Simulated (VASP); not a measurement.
Level of theory: LDA (Ceperley-Alder, Perdew-Zunger), VASP's LDA PAW potentials (set 64) (plane waves; VASP).

VASP input:

### POSCAR
```
Te2Au
1
    2.0679280636     3.5675240643    -0.0089428126
    2.0679280636    -3.5675240643     0.0089428126
    0.0000000000     0.0102705912    -5.0661988204
Te Au
2 1
Direct
  0.3269382308   0.6730617692   0.7109572218
  0.6730617692   0.3269382308   0.2890427782
  0.0000000000   0.0000000000   0.0000000000
```

**INCAR**
```
! general
SYSTEM =Te2Au
PREC   =Accurate
ENCUT  =400
LREAL  =.FALSE.
LASPH  =.TRUE.

! electronic loop
EDIFF  =1E-8
NELM   =100
ALGO   =Normal
LMAXMIX=6

! smearing
ISMEAR =1
SIGMA  =0.1

! ions
IBRION =1
NSW    =30
ISIF   =2
EDIFFG =-0.001

! output
LWAVE  =.FALSE.
LCHARG =.FALSE.
```

**KPOINTS**
```
Automatic mesh
0
Gamma
8 8 6
0 0 0
```

POTCAR, in this order: Te Au (LDA.64 set). Program: vasp_std.

The run wrote:

### OSZICAR
```
       N       E                     dE             d eps       ncg     rms          rms(c)
DAV:   1     0.989991636295E+02    0.98999E+02   -0.83340E+03  3444   0.103E+03
DAV:   2    -0.939463192686E+01   -0.10839E+03   -0.10658E+03  4477   0.206E+02
DAV:   3    -0.129917874817E+02   -0.35972E+01   -0.35773E+01  4071   0.407E+01
DAV:   4    -0.130405366429E+02   -0.48749E-01   -0.48733E-01  4689   0.506E+00
DAV:   5    -0.130410703079E+02   -0.53367E-03   -0.53366E-03  4141   0.414E-01    0.145E+01
DAV:   6    -0.124430454187E+02    0.59802E+00   -0.43644E+00  3441   0.221E+01    0.107E+01
DAV:   7    -0.123853527751E+02    0.57693E-01   -0.39575E-01  3434   0.708E+00    0.461E+00
DAV:   8    -0.123759409784E+02    0.94118E-02   -0.41948E-02  3644   0.128E+00    0.111E+00
DAV:   9    -0.123731879064E+02    0.27531E-02   -0.98655E-03  3784   0.111E+00    0.348E-01
DAV:  10    -0.123731665290E+02    0.21377E-04   -0.92071E-04  3868   0.214E-01    0.802E-02
DAV:  11    -0.123731600355E+02    0.64935E-05   -0.52453E-05  4106   0.605E-02    0.376E-02
DAV:  12    -0.123731601409E+02   -0.10541E-06   -0.10736E-05  3742   0.314E-02    0.211E-02
DAV:  13    -0.123731597008E+02    0.44016E-06   -0.11116E-06  3539   0.100E-02    0.100E-02
DAV:  14    -0.123731595885E+02    0.11232E-06   -0.49083E-07  3700   0.578E-03    0.172E-03
DAV:  15    -0.123731595861E+02    0.23954E-08   -0.45184E-08  3511   0.173E-03
   1 F= -.12373160E+02 E0= -.12372724E+02  d E =-.123732E+02
       N       E                     dE             d eps       ncg     rms          rms(c)
DAV:   1    -0.123731628004E+02   -0.32120E-05   -0.10400E-04  3448   0.572E-02    0.468E-03
DAV:   2    -0.123731630381E+02   -0.23764E-06   -0.35214E-06  4232   0.127E-02    0.315E-03
DAV:   3    -0.123731630358E+02    0.22653E-08   -0.76344E-08  3707   0.269E-03
   2 F= -.12373163E+02 E0= -.12372727E+02  d E =-.344974E-05
       N       E                     dE             d eps       ncg     rms          rms(c)
DAV:   1    -0.123731649054E+02   -0.18673E-05   -0.18719E-04  3462   0.764E-02    0.631E-03
DAV:   2    -0.123731653439E+02   -0.43853E-06   -0.59832E-06  4106   0.159E-02    0.400E-03
DAV:   3    -0.123731653419E+02    0.20411E-08   -0.10782E-07  3938   0.312E-03    0.209E-03
DAV:   4    -0.123731653391E+02    0.27774E-08   -0.56270E-09  2403   0.731E-04
   3 F= -.12373165E+02 E0= -.12372727E+02  d E =-.230327E-05
       N       E                     dE             d eps       ncg     rms          rms(c)
DAV:   1    -0.123731657774E+02   -0.43557E-06   -0.13167E-05  3609   0.202E-02    0.154E-03
DAV:   2    -0.123731658132E+02   -0.35797E-07   -0.42736E-07  4050   0.402E-03    0.543E-04
DAV:   3    -0.123731658127E+02    0.50454E-09   -0.34039E-09  2606   0.521E-04
   4 F= -.12373166E+02 E0= -.12372725E+02  d E =-.473639E-06
       N       E                     dE             d eps       ncg     rms          rms(c)
DAV:   1    -0.123731646377E+02    0.11755E-05   -0.13247E-03  3616   0.202E-01    0.154E-02
DAV:   2    -0.123731682158E+02   -0.35781E-05   -0.42736E-05  4043   0.402E-02    0.520E-03
DAV:   3    -0.123731682134E+02    0.24011E-08   -0.37751E-07  4050   0.525E-03    0.272E-03
DAV:   4    -0.123731682056E+02    0.78328E-08   -0.24287E-08  3614   0.151E-03
   5 F= -.12373168E+02 E0= -.12372704E+02  d E =-.239285E-05
```

OUTCAR:
```
------------------------ aborting loop because EDIFF is reached ----------------------------------------
  FORCE on cell =-STRESS in cart. coord.  units (eV):
  Direction    XX          YY          ZZ          XY          YZ          ZX
  --------------------------------------------------------------------------------------
  Total       -0.0340343      0.0320767      0.0001570      0.0000000      0.0454829      0.0000000
  in kB       -0.7294819      0.6875238      0.0033654      0.0000000      0.9748697      0.0000000
  external PRESSURE =      -0.0128642 kB  Pullay stress =       0.0000000 kB
  volume of cell :       74.75
      direct lattice vectors                 reciprocal lattice vectors
     2.067928064  3.567524064 -0.008942813     0.241787908  0.140153936  0.000284131
     2.067928064 -3.567524064  0.008942813     0.241787908 -0.140153936 -0.000284131
     0.000000000  0.010270591 -5.066198820     0.000000000 -0.000494797 -0.197387650
 POSITION                                       TOTAL-FORCE (eV/Angst)
 -----------------------------------------------------------------------------------
      2.06793     -1.22575     -3.59830         0.000000      0.000107     -0.000211
      2.06793      1.23602     -1.46790         0.000000     -0.000107      0.000211
      0.00000      0.00000     -0.00000        -0.000000      0.000000      0.000000
 -----------------------------------------------------------------------------------
    total drift:                               -0.000000      0.000000     -0.000000
  FREE ENERGIE OF THE ION-ELECTRON SYSTEM (eV)
  ---------------------------------------------------
  free  energy   TOTEN  =       -12.3731682056 eV

  energy  without entropy=      -12.3717765398  energy(sigma->0) =      -12.37270432

 reached required accuracy - stopping structural energy minimisation
```
(Selected blocks of OUTCAR.)

File CONTCAR:
```
Te2Au
   1.00000000000000
     2.0679280636000001    3.5675240643000001   -0.0089428126000000
     2.0679280636000001   -3.5675240643000001    0.0089428126000000
     0.0000000000000000    0.0102705912000000   -5.0661988204000004
  Te              Au
     2     1
Direct
     0.3271843743813487    0.6728156256186513    0.7108668241927294
     0.6728156256186513    0.3271843743813487    0.2891331758072700
     0.0000000000000000   -0.0000000000000000    0.0000000000000000
```

The compound is Te2Au in the sg12 structure. This run relaxes the ions in a fixed cell. Symmetry was kept, so distortions that lower it aren't found. The start is the result of an earlier pass. The electron count is odd and the run is not spin-polarised, which forces a metal.
